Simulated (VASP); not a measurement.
These are PBE GGA, VASP's PBE PAW potentials (set 64) (plane waves; VASP) values and carry that method's errors.

Input for VASP

INCAR:
```
LCHARG=F
PREC=Accurate
ALGO=Normal
NELM=100   ! most electronic steps
GGA=PE
ISMEAR=-1   ! Fermi-Dirac
ENCUT=300
SYSTEM=ZrGe
LREAL=F   ! projection in real space or not
LASPH=T   ! aspherical one-centre terms
SIGMA=0.05
ISIF=2
EDIFF=1E-6   ! SCF stop (eV)
LMAXMIX=4   ! l cut-off of mixed one-centre charges
LWAVE=F
```

File POSCAR:
```
ZrGe
5.922740
  0.0000000000   0.5000000000   0.5000000000
  0.5000000000   0.0000000000   0.5000000000
  0.5000000000   0.5000000000   0.0000000000
Ge Zr
1 1
Cartesian
  0.0003675000  -0.0012820000   0.0004005000
  0.4996325000   0.5012820000   0.4995995000
```

File KPOINTS:
```
Automatic mesh
0
G
  1 1 1
```

POTCAR, in this order: Ge_d Zr_sv (PBE.64 set). Program: vasp_std.

The resulting files:

### OSZICAR
```
       N       E                     dE             d eps       ncg     rms          rms(c)
DAV:   1     0.156401865151E+03    0.15640E+03   -0.11181E+04    35   0.207E+03
DAV:   2     0.150272900978E+02   -0.14137E+03   -0.14040E+03    34   0.389E+02
DAV:   3     0.762438486737E+00   -0.14265E+02   -0.14166E+02    51   0.104E+02
DAV:   4    -0.187699316262E+00   -0.95014E+00   -0.84768E+00    52   0.166E+01
DAV:   5    -0.203741788233E+00   -0.16042E-01   -0.15629E-01    52   0.229E+00    0.538E+00
DAV:   6    -0.769128232780E+00   -0.56539E+00   -0.37988E+00    35   0.445E+00    0.839E+00
DAV:   7    -0.215791200891E+00    0.55334E+00   -0.96093E-01    51   0.493E+00    0.336E+00
DAV:   8    -0.257812644007E+00   -0.42021E-01   -0.53591E-01    35   0.199E+00    0.401E+00
DAV:   9    -0.296314849117E+00   -0.38502E-01   -0.10206E+00    35   0.227E+00    0.352E+00
DAV:  10    -0.253856904323E+00    0.42458E-01   -0.33440E-01    60   0.965E-01    0.541E-01
DAV:  11    -0.254891235274E+00   -0.10343E-02   -0.20829E-02    35   0.451E-01    0.725E-01
DAV:  12    -0.255530681882E+00   -0.63945E-03   -0.13056E-02    35   0.340E-01    0.684E-01
DAV:  13    -0.255421587521E+00    0.10909E-03   -0.98123E-04    60   0.161E-01    0.620E-01
DAV:  14    -0.254259131775E+00    0.11625E-02   -0.60159E-03    35   0.210E-01    0.161E-01
DAV:  15    -0.254264570257E+00   -0.54385E-05   -0.31385E-04    35   0.695E-02    0.189E-02
DAV:  16    -0.254269362797E+00   -0.47925E-05   -0.14993E-05    44   0.210E-02    0.137E-02
DAV:  17    -0.254270763774E+00   -0.14010E-05   -0.51719E-06    20   0.117E-02    0.791E-03
DAV:  18    -0.254272182818E+00   -0.14190E-05   -0.37607E-06    28   0.110E-02    0.904E-03
DAV:  19    -0.254272450034E+00   -0.26722E-06   -0.14064E-06    20   0.837E-03
   1 F= -.25427245E+00 E0= -.59513844E-01  d E =-.389517E+00
```

File OUTCAR:
```
------------------------ aborting loop because EDIFF is reached ----------------------------------------
  FORCE on cell =-STRESS in cart. coord.  units (eV):
  Direction    XX          YY          ZZ          XY          YZ          ZX
  --------------------------------------------------------------------------------------
  Total        3.5498498      3.6564589      3.5491865     -0.0008838     -0.0018417      0.0029871
  in kB      109.4996028    112.7880954    109.4791434     -0.0272632     -0.0568084      0.0921413
  external PRESSURE =     110.5889472 kB  Pullay stress =       0.0000000 kB
  volume of cell :       51.94
      direct lattice vectors                 reciprocal lattice vectors
     0.000000000  2.961370000  2.961370000    -0.168840773  0.168840773  0.168840773
     2.961370000  0.000000000  2.961370000     0.168840773 -0.168840773  0.168840773
     2.961370000  2.961370000  0.000000000     0.168840773  0.168840773 -0.168840773
 POSITION                                       TOTAL-FORCE (eV/Angst)
 -----------------------------------------------------------------------------------
      2.96355      5.91515      2.96374         0.558556     -1.949765      0.607986
      2.95919      2.96896      2.95900        -0.558556      1.949765     -0.607986
 -----------------------------------------------------------------------------------
    total drift:                                0.000670     -0.003048      0.000853
  FREE ENERGIE OF THE ION-ELECTRON SYSTEM (eV)
  ---------------------------------------------------
  free  energy   TOTEN  =        -0.2542724500 eV

  energy  without entropy=        0.1352447624  energy(sigma->0) =       -0.05951384
```
(Selected blocks of OUTCAR.)

At this cut-off the stress carries a Pulay error, which pulls relaxed volumes low.

The structure was generated: ZrGe was put into an ordered model structure, which need not be its known phase. The cell was not relaxed at this level. The k-mesh is coarse (spacing up to 1.84 per Å, 2π included), so the numbers may not be converged in it. The run is one of a series of settings (KPOINTS 1×1×1 Γ-centred mesh against the base run), some of them coarse on purpose.
